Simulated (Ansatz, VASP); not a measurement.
# Cross-check of Hf2N (Hf2N (P4_2/mnm)) between VASP and Ansatz, part 2 of 2

Aim: how closely do two programs agree when they are given the same cell, functional and k mesh? The cell is taken from a series of runs on this material, whose earlier steps may have relaxed, scaled, displaced or heated it; both programs get it as it stands.

VASP 6.6.1 and Ansatz 0.2.0.

So far: Set-up; Ansatz: relaxation of cell and atoms, r2SCAN.

## (3) VASP: relaxation of cell and atoms, r2SCAN

Level of this step: r2SCAN; plane waves and PAW (Hf_pv, N) (VASP).

The same cell, functional, mesh and smearing now go to VASP, with its own data sets.

Lines of VASP's logs that name or quote its potential files are left out, and so is its time.

INCAR reads:

```
SYSTEM = Hf2N
PREC = Accurate
ENCUT = 660
EDIFF = 1E-07
NELM = 120
ISMEAR = -1
SIGMA = 0.05
LREAL = .FALSE.
ALGO = Normal
METAGGA = R2SCAN
LASPH = .TRUE.
NBANDS = 31
LORBIT = 11
LWAVE = .FALSE.
LCHARG = .FALSE.
ISIF = 3
IBRION = 2
NSW = 80
EDIFFG = -0.005
GGA_COMPAT = .FALSE.
NELMIN = 4
LMIXTAU = .TRUE.
KPAR = 2
```

POSCAR reads:

```
Hf2N
1.0
    5.3131240000      0.0000000000      0.0000000000
    0.0000000000      5.3131240000      0.0000000000
    0.0000000000      0.0000000000      3.2420980000
Hf N
4 2
Direct
    0.2955362984      0.2955362984      0.0000000000
    0.7044637016      0.7044637016      0.0000000000
    0.7955362984      0.2044637016      0.5000000000
    0.2044637016      0.7955362984      0.5000000000
    0.0000000000      0.0000000000      0.0000000000
    0.5000000000      0.5000000000      0.5000000000
```

KPOINTS reads:

```
Automatic mesh
0
Gamma
7 7 12
0 0 0
```

Potentials, in the order of the species: Hf_pv and N (PBE family, release 64).

Run with:

```bash
$ mpirun -np 2 vasp_std
```

Numbers of over 12 decimals in the logs are rounded to 6 here.

Log:

```text
[banner, memory and clock lines left out]
running    2 mpi-ranks, on    1 nodes
 distrk:  each k-point on    1 cores,    2 groups
 distr:  one band on    1 cores,    1 groups

 POSCAR found type information on POSCAR HfN
 POSCAR found :  2 types and       6 ions
|                                                                             |
|               ----> ADVICE to this user running VASP <----                  |
|                                                                             |
|     You enforced a specific xc type in the INCAR file but a different       |
|     [... a line on the potential file left out ...]
|     I HOPE YOU KNOW WHAT YOU ARE DOING!                                     |
|                                                                             |

 LDA part: xc-table for (None), standard interpolation
 POSCAR, INCAR and KPOINTS ok, starting setup
 FFT: planning ... GRIDC
 FFT: planning ... GRID_SOFT
 FFT: planning ... GRID
 WAVECAR not read
 entering main loop
       N       E                     dE             d eps       ncg     rms          rms(c)
DAV:   1     0.112554384512E+03    0.11255E+03   -0.33036E+04  4340   0.197E+03
DAV:   2    -0.207563837808E+03   -0.32012E+03   -0.30990E+03  5315   0.447E+02
DAV:   3    -0.226904404984E+03   -0.19341E+02   -0.18629E+02  5440   0.817E+01
DAV:   4    -0.227376216037E+03   -0.47181E+00   -0.46662E+00  5402   0.140E+01
DAV:   5    -0.227390750770E+03   -0.14535E-01   -0.14521E-01  5618   0.198E+00    0.111E+02
DAV:   6    -0.208350722504E+03    0.19040E+02   -0.33962E+01  5215   0.279E+01    0.734E+01
DAV:   7    -0.205351991625E+03    0.29987E+01   -0.83861E+00  5019   0.165E+01    0.782E+00
DAV:   8    -0.207871118216E+03   -0.25191E+01   -0.65691E+00  5089   0.144E+01    0.147E+01
DAV:   9    -0.207036303639E+03    0.83481E+00   -0.23490E+00  5068   0.952E+00    0.108E+01
DAV:  10    -0.207192796480E+03   -0.15649E+00   -0.37622E-01  5103   0.474E+00    0.270E+00
DAV:  11    -0.207290133619E+03   -0.97337E-01   -0.97539E-02  5166   0.219E+00    0.173E+00
DAV:  12    -0.207331979569E+03   -0.41846E-01   -0.64022E-02  5243   0.190E+00    0.218E-01
DAV:  13    -0.207336023558E+03   -0.40440E-02   -0.43863E-03  5300   0.569E-01    0.171E-01
DAV:  14    -0.207338380161E+03   -0.23566E-02   -0.72022E-03  5198   0.498E-01    0.404E-01
DAV:  15    -0.207338778768E+03   -0.39861E-03   -0.15016E-03  5306   0.201E-01    0.321E-02
DAV:  16    -0.207338762403E+03    0.16365E-04   -0.17671E-04  5291   0.126E-01    0.627E-02
DAV:  17    -0.207338818990E+03   -0.56588E-04   -0.63932E-05  5337   0.545E-02    0.194E-02
DAV:  18    -0.207338829741E+03   -0.10751E-04   -0.14934E-05  5236   0.339E-02    0.126E-02
DAV:  19    -0.207338831310E+03   -0.15694E-05   -0.15193E-06  4889   0.117E-02    0.346E-03
DAV:  20    -0.207338831372E+03   -0.61860E-07   -0.20313E-07  4229   0.400E-03
   1 F= -.20733883E+03 E0= -.20733001E+03  d E =-.207339E+03
 curvature:   0.00 expect dE= 0.000E+00 dE for cont linesearch  0.000E+00
 trial: gam= 0.00000 g(F)=  0.772E-07 g(S)=  0.274E-04 ort = 0.000E+00 (trialstep = 0.100E+01)
 search vector abs. value=  0.275E-04
 bond charge predicted
       N       E                     dE             d eps       ncg     rms          rms(c)
DAV:   1    -0.207338873928E+03   -0.42617E-04   -0.31540E-03  4725   0.370E-01    0.206E-01
DAV:   2    -0.207338814558E+03    0.59370E-04   -0.15460E-04  5313   0.778E-02    0.429E-02
DAV:   3    -0.207338800529E+03    0.14029E-04   -0.23063E-05  5132   0.307E-02    0.187E-02
DAV:   4    -0.207338796117E+03    0.44122E-05   -0.11011E-05  5382   0.198E-02    0.170E-02
DAV:   5    -0.207338796554E+03   -0.43741E-06   -0.13962E-06  5328   0.883E-03    0.121E-02
DAV:   6    -0.207338796437E+03    0.11747E-06   -0.38814E-07  4610   0.434E-03    0.137E-03
DAV:   7    -0.207338796413E+03    0.23766E-07   -0.23089E-07  4023   0.391E-03
   2 F= -.20733880E+03 E0= -.20732998E+03  d E =0.349593E-04
 trial-energy change:    0.000035  1 .order    0.000003   -0.000028    0.000034
 step:   0.4491(harm=  0.4491)  dis= 0.00001  next Energy=  -207.338838 (dE=-0.618E-05)
 bond charge predicted
       N       E                     dE             d eps       ncg     rms          rms(c)
DAV:   1    -0.207338842374E+03   -0.45938E-04   -0.95842E-04  4620   0.204E-01    0.117E-01
DAV:   2    -0.207338834217E+03    0.81575E-05   -0.49851E-05  5292   0.439E-02    0.236E-02
DAV:   3    -0.207338831857E+03    0.23599E-05   -0.67542E-06  5048   0.166E-02    0.112E-02
DAV:   4    -0.207338831049E+03    0.80838E-06   -0.32239E-06  5351   0.109E-02    0.896E-03
DAV:   5    -0.207338831011E+03    0.37896E-07   -0.43441E-07  5079   0.508E-03
   3 F= -.20733883E+03 E0= -.20733001E+03  d E =0.361481E-06
 curvature:  -0.22 expect dE=-0.678E-06 dE for cont linesearch -0.470E-07
 trial: gam= 0.19696 g(F)=  0.955E-08 g(S)=  0.301E-05 ort =-0.240E-05 (trialstep = 0.890E+00)
 search vector abs. value=  0.314E-05
 reached required accuracy - stopping structural energy minimisation
```

Parts of OUTCAR (step 3):

```text
ion  position               nearest neighbor table
   1  0.296  0.296  0.000-   5 2.22   6 2.23   6 2.23   2 3.07   4 3.15   3 3.15   4 3.15   3 3.15
                             4 3.15   4 3.15   3 3.15   3 3.15   2 3.82   2 3.82
   2  0.704  0.704  0.000-   5 2.22   6 2.23   6 2.23   1 3.07   4 3.15   3 3.15   4 3.15   3 3.15
                             3 3.15   3 3.15   4 3.15   4 3.15   1 3.82   1 3.82
   3  0.796  0.204  0.500-   6 2.22   5 2.23   5 2.23   4 3.07   1 3.15   1 3.15   2 3.15   2 3.15
                             2 3.15   2 3.15   1 3.15   1 3.15   4 3.82   4 3.82
   4  0.204  0.796  0.500-   6 2.22   5 2.23   5 2.23   3 3.07   1 3.15   1 3.15   2 3.15   2 3.15
                             1 3.15   1 3.15   2 3.15   2 3.15   3 3.82   3 3.82
   5  0.000  0.000  0.000-   1 2.22   2 2.22   3 2.23   4 2.23   3 2.23   4 2.23
   6  0.500  0.500  0.500-   3 2.22   4 2.22   1 2.23   2 2.23   1 2.23   2 2.23

  LATTYP: Found a simple tetragonal cell.
 ALAT       =     5.3131240000
 C/A-ratio  =     0.6102055966

 Subroutine GETGRP returns: Found 16 space group operations
 (whereof  8 operations were pure point group operations)

The static configuration has the point symmetry D_2h.
 The point group associated with its full space group is D_4h.

 Found     70 irreducible k-points:

   k-points           NKPTS =     70   k-points in BZ     NKDIM =     70   number of bands    NBANDS=     31

   dimension x,y,z NGX =    48 NGY =   48 NGZ =   28
   dimension x,y,z NGXF=    96 NGYF=   96 NGZF=   56

   ENCUT  =  660.0 eV  48.51 Ry    6.96 a.u.  11.13 11.13  6.79*2*pi/ulx,y,z

   NELECT =      50.0000    total number of electrons

 k-points in reciprocal lattice and weights: Automatic mesh
   0.00000000  0.00000000  0.00000000       0.002
   0.14285714  0.00000000  0.00000000       0.007
   0.28571429  0.00000000  0.00000000       0.007
   0.42857143  0.00000000  0.00000000       0.007
   0.14285714  0.14285714  0.00000000       0.007
   0.28571429  0.14285714  0.00000000       0.014
   0.42857143  0.14285714  0.00000000       0.014
   0.28571429  0.28571429  0.00000000       0.007
   0.42857143  0.28571429  0.00000000       0.014
[...]
0.42857143  0.28571429  0.50000000       0.014
   0.42857143  0.42857143  0.50000000       0.007

 average (electrostatic) potential at core
       1 -41.8363       2 -41.8363       3 -41.8363       4 -41.8363       5 -66.3212
       6 -66.3212

 E-fermi :   5.9536

 k-point     1 :       0.0000    0.0000    0.0000
  band No.  band energies     occupation
    ...
     19       1.1244      2.00000
     20       1.1244      2.00000
     21       2.1046      2.00000
     22       3.7021      2.00000
     23       5.4980      1.99978
     24       6.9626      0.00000
     25       7.0747      0.00000
     26       7.0747      0.00000
     27       7.1391      0.00000
     28       7.7421      0.00000
    ...

 k-point     2 :       0.1429    0.0000    0.0000
  band No.  band energies     occupation
    ...
     19       1.0194      2.00000
     20       1.4443      2.00000
     21       1.9723      2.00000
     22       3.7728      2.00000
     23       5.2452      2.00000
     24       6.4821      0.00005
     25       7.1098      0.00000
     26       7.1753      0.00000
     27       7.1998      0.00000
     28       7.9968      0.00000
    ...

 k-point     3 :       0.2857    0.0000    0.0000
  band No.  band energies     occupation
    ...
     20       1.6322      2.00000
     21       2.0481      2.00000
     22       3.9274      2.00000
     23       4.6991      2.00000
     24       5.7554      1.96269
     25       7.1785      0.00000
     26       7.4158      0.00000
     27       7.4459      0.00000
     28       7.8461      0.00000
     29       8.2311      0.00000
    ...

  Total        0.0136182      0.0136182      0.0017826     -0.0000000      0.0000000      0.0000000
  in kB        0.2384617      0.2384617      0.0312135     -0.0000000      0.0000000      0.0000000
  external PRESSURE =       0.1693790 kB  Pullay stress =       0.0000000 kB

  energy-cutoff  :      660.00
  volume of cell :       91.50
      direct lattice vectors                 reciprocal lattice vectors
     5.312983509 -0.000000000  0.000000000     0.188218164  0.000000000  0.000000000
     0.000000000  5.312983509  0.000000000     0.000000000  0.188218164  0.000000000
     0.000000000  0.000000000  3.241425017     0.000000000  0.000000000  0.308506288

 POSITION                                       TOTAL-FORCE (eV/Angst)
 -----------------------------------------------------------------------------------
      1.57019      1.57019      0.00000         0.000157      0.000157     -0.000000
      3.74279      3.74279      0.00000        -0.000157     -0.000157      0.000000
      4.22668      1.08630      1.62071         0.000157     -0.000157      0.000000
      1.08630      4.22668      1.62071        -0.000157      0.000157     -0.000000
      0.00000      0.00000      0.00000        -0.000000     -0.000000      0.000000
      2.65649      2.65649      1.62071        -0.000000     -0.000000      0.000000
 -----------------------------------------------------------------------------------
    total drift:                                0.000000     -0.000000     -0.000000

  FREE ENERGIE OF THE ION-ELECTRON SYSTEM (eV)
  ---------------------------------------------------
  free  energy   TOTEN  =      -207.3388310108 eV

  energy  without entropy=     -207.3211926981  energy(sigma->0) =     -207.33001185

 reached required accuracy - stopping structural energy minimisation

 total charge
# of ion       s       p       d       tot
------------------------------------------
    1        0.321   6.542   1.652   8.516
    2        0.321   6.542   1.652   8.516
    3        0.321   6.542   1.652   8.516
    4        0.321   6.542   1.652   8.516
    5        1.250   2.522   0.000   3.771
    6        1.250   2.522   0.000   3.771
--------------------------------------------------
tot          3.785  31.213   6.609  41.606

[... 3 further parts left out ...]
```

CONTCAR:

```
Hf2N
   1.00000000000000
     5.3129835087153392   -0.0000000000000000    0.0000000000000000
     0.0000000000000000    5.3129835087153392    0.0000000000000000
     0.0000000000000000    0.0000000000000000    3.2414250173002364
  Hf              N
     4     2
Direct
     0.2955381219417980    0.2955381219417980    0.0000000000000000
     0.7044618780582019    0.7044618780582019    0.0000000000000000
     0.7955381219417981    0.2044618780582020    0.5000000000000000
     0.2044618780582020    0.7955381219417981    0.5000000000000000
     0.0000000000000000    0.0000000000000000    0.0000000000000000
     0.5000000000000000    0.5000000000000000    0.5000000000000000
```

The run keeps the 16 symmetry operations of its start, so it cannot find a distortion of lower symmetry.

## (4) Differences

Known differences besides the potentials themselves: VASP keeps PBE cores, Ansatz makes them for the functional; the data sets hold 114 valence electrons in Ansatz (on its PAW soft_1 files) and 50 in VASP; the cutoff is 500 eV in Ansatz and 660 eV in VASP; Ansatz adds a Pulay correction to the stress that steers its cell, VASP none. Total energies have different zeros and are not compared.

Compared:

| quantity | Ansatz | VASP | difference |
| --- | --- | --- | --- |
| volume (Å³) | 92.17 | 91.50 | +0.74 % |
| edge a after relaxation, in the typed setting (Å) | 5.326 | 5.313 | +0.24 % |
| edge c after relaxation, in the typed setting (Å) | 3.250 | 3.241 | +0.26 % |

## (5) Results

| Item | Value |
| --- | --- |
| difference in volume (relaxation of cell and atoms, r2SCAN) | 0.74 % |

**Reading.** The difference in volume is 0.74 % (relaxation of cell and atoms, r2SCAN), within the 1.2 % picked in this series as the mark of a large difference, as far as the stopping tolerances let one tell. The data sets hold unlike numbers of valence electrons (114 in Ansatz and 50 in VASP), so part of the differences comes from the potentials. How closely two codes agree says nothing of how well the functional describes the real material.

[Lines on the potential files, build, host, timing and source positions are cut from VASP's logs without a mark.]

[Logs are printed without paths, hosts, clocks, repeated set-up lines and the standing remarks that a program may print on its own settings, such as how far it seeks lower states.]

[Hosts, paths, dates, database ids (printed as entryN), source tags and the programs' standing remarks are cut or masked in the printed files.]
